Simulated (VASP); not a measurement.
Output of a VASP run:

### OSZICAR
```
       N       E                     dE             d eps       ncg     rms          rms(c)
DAV:   1     0.488602509339E+03    0.48860E+03   -0.16798E+04  3312   0.970E+02
DAV:   2     0.457675697520E+02   -0.44283E+03   -0.39508E+03  3208   0.321E+02
DAV:   3    -0.232256035286E+02   -0.68993E+02   -0.67002E+02  3520   0.121E+02
DAV:   4    -0.262362729625E+02   -0.30107E+01   -0.30039E+01  3872   0.269E+01
DAV:   5    -0.263274035479E+02   -0.91131E-01   -0.91119E-01  4128   0.509E+00    0.125E+01
DAV:   6    -0.218425386606E+02    0.44849E+01   -0.18558E+01  4888   0.227E+01    0.615E+00
DAV:   7    -0.215261223006E+02    0.31642E+00   -0.26977E+00  3960   0.782E+00    0.240E+00
DAV:   8    -0.214832955619E+02    0.42827E-01   -0.46914E-01  4016   0.311E+00    0.554E-01
DAV:   9    -0.214832933496E+02    0.22123E-05   -0.15380E-02  4024   0.579E-01    0.334E-01
DAV:  10    -0.214832290966E+02    0.64253E-04   -0.64336E-03  4352   0.525E-01    0.112E-01
DAV:  11    -0.214829053791E+02    0.32372E-03   -0.84778E-04  4440   0.211E-01    0.262E-02
DAV:  12    -0.214829156058E+02   -0.10227E-04   -0.63016E-05  4312   0.421E-02    0.960E-03
DAV:  13    -0.214829195390E+02   -0.39332E-05   -0.46737E-06  3792   0.933E-03    0.953E-03
DAV:  14    -0.214829179168E+02    0.16223E-05   -0.40589E-06  3352   0.111E-02    0.302E-03
DAV:  15    -0.214829178154E+02    0.10140E-06   -0.13091E-06  3432   0.553E-03
   1 F= -.21482918E+02 E0= -.21482918E+02  d E =-.893588E-15
```

File OUTCAR:
```
------------------------ aborting loop because EDIFF is reached ----------------------------------------
  FORCE on cell =-STRESS in cart. coord.  units (eV):
  Direction    XX          YY          ZZ          XY          YZ          ZX
  --------------------------------------------------------------------------------------
  Total       -0.3908596     -0.2780843     -0.4392414      0.0000000      0.0000000     -0.0658132
  in kB       -7.3591252     -5.2357853     -8.2700589      0.0000000      0.0000000     -1.2391349
  external PRESSURE =      -6.9549898 kB  Pullay stress =       0.0000000 kB
  volume of cell :       85.10
      direct lattice vectors                 reciprocal lattice vectors
     4.071777000  0.000000000  0.000000000     0.245593017  0.000000000  0.000000000
     0.000000000  4.053932000  0.000000000     0.000000000  0.246674093  0.000000000
     0.000000000  0.000000000  5.155191000     0.000000000  0.000000000  0.193979234
 POSITION                                       TOTAL-FORCE (eV/Angst)
 -----------------------------------------------------------------------------------
      2.03589      0.00000      3.94372         0.057074      0.000000      0.418132
      0.00000      2.02697      1.21147         0.016311      0.000000     -0.423971
      2.03589      2.02697      0.00000         0.081895      0.000000      0.025994
      0.02841      0.00000      0.00000        -0.155280      0.000000     -0.020155
 -----------------------------------------------------------------------------------
    total drift:                                0.000148      0.000000      0.000001
  FREE ENERGIE OF THE ION-ELECTRON SYSTEM (eV)
  ---------------------------------------------------
  free  energy   TOTEN  =       -21.4829178154 eV

  energy  without entropy=      -21.4829178154  energy(sigma->0) =      -21.48291782
```
(Selected blocks of OUTCAR.)

### POSCAR
```
PbO
1
    4.0717770000     0.0000000000     0.0000000000
    0.0000000000     4.0539320000     0.0000000000
    0.0000000000     0.0000000000     5.1551910000
Pb O
2 2
Direct
  0.5000000000   0.0000000000   0.7650000000
  0.0000000000   0.5000000000   0.2350000000
  0.5000000000   0.5000000000   0.0000000000
  0.0069770000   0.0000000000   0.0000000000
```

Q: Write an INCAR and KPOINTS that could have produced this output.

A: Several could match; the one computed here: the input of the run itself, PBE GGA, plane waves, VASP's PBE PAW potentials (set 64).

### INCAR
```
SYSTEM=PbO
PREC=Accurate; ENCUT=520; LREAL=.False.
LASPH=.True.; NBANDS=48
EDIFF=1E-6; NELM=100; ALGO=Normal
LMAXMIX=4
ISMEAR=0; SIGMA=0.05
GGA=PE
ISIF=2
LWAVE=.False.; LCHARG=.False.
```

KPOINTS:
```
Automatic mesh
0
Gamma
5 5 4
0 0 0
```

POTCAR, in this order: Pb_d O (PBE.64 set). Program: vasp_std.

The compound is PbO in the litharge structure. The cell was not relaxed at this level. The run is one of a series of settings (NBANDS = 48 against the base run), some of them coarse on purpose.
